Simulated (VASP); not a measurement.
A convergence study with VASP on CoO (space group no. 225 when undisturbed): one setting is varied, all else stays as given below, so the limit is that of these other settings. One atom is moved off its site, so that forces are finite.

```xyz
4
Lattice="4.2387 2.1193 2.1193 2.1193 4.2387 2.1193 2.1193 2.1193 4.2387" Properties=species:S:1:pos:R:3 pbc="T T T"
Co     0.0289     0.0289     0.0289
Co     4.2387     4.2387     4.2387
O      2.1193     2.1193     2.1194
O      6.3580     6.3580     6.3580
```
Starting moments (μB, in the order of the record's atoms Co Co O O): 3.0 -3.0 0.0 0.0.

Calculation: PBE GGA, VASP's PBE PAW potentials (set 64) (plane waves; VASP 6.6.1). The tightest run used: 400 eV cut-off, 13×13×13 Γ-centred mesh, Fermi-Dirac smearing of 0.050 eV, potentials Co O.

Task: The settings run are 2×2×2 mesh; 3×3×3 mesh; 4×4×4 mesh; 5×5×5 mesh; 6×6×6 mesh; 7×7×7 mesh; 8×8×8 mesh; 9×9×9 mesh; 11×11×11 mesh; 12×12×12 mesh; 13×13×13 mesh. From which on does the energy per atom stay within 0.005 eV/atom of the tightest run?

Result: From 4×4×4 mesh on: it is off by 0.0011 there and by no more than 0.005 in any finer run, while 3×3×3 mesh is off by 0.0097.
```tsv
setting	E (eV/atom)	pressure (GPa)	largest force (eV/Å)	moment (μB)	irreducible k-points	difference judged (eV/atom)
2×2×2 mesh	-6.5491	-8.88	0.707	-0.002	4	0.0532
3×3×3 mesh	-6.5926	-5.97	0.546	-0.001	6	0.0097
4×4×4 mesh	-6.6012	-6.68	0.520	0.004	13	0.0011
5×5×5 mesh	-6.6006	-7.37	0.556	0.004	19	0.0017
6×6×6 mesh	-6.6017	-7.11	0.547	0.004	32	0.0006
7×7×7 mesh	-6.6037	-7.23	0.550	0.003	44	0.0014
8×8×8 mesh	-6.6020	-7.23	0.547	0.003	65	0.0003
9×9×9 mesh	-6.6021	-7.25	0.546	0.004	85	0.0002
11×11×11 mesh	-6.6025	-7.22	0.548	0.003	146	0.0002
12×12×12 mesh	-6.6024	-7.23	0.547	0.003	189	0.0002
13×13×13 mesh	-6.6023	-7.25	0.548	0.004	231	0.0000
```

Left out are rungs that failed or repeat a setting and relaxations that didn't move; long series are thinned to 24 rows.

The structure is a typed CoO crystal (space group no. 225). The cell was not relaxed at this level, it is distorted from the ideal structure. The spin order is the one that the start imposed; others were not tried in this run.
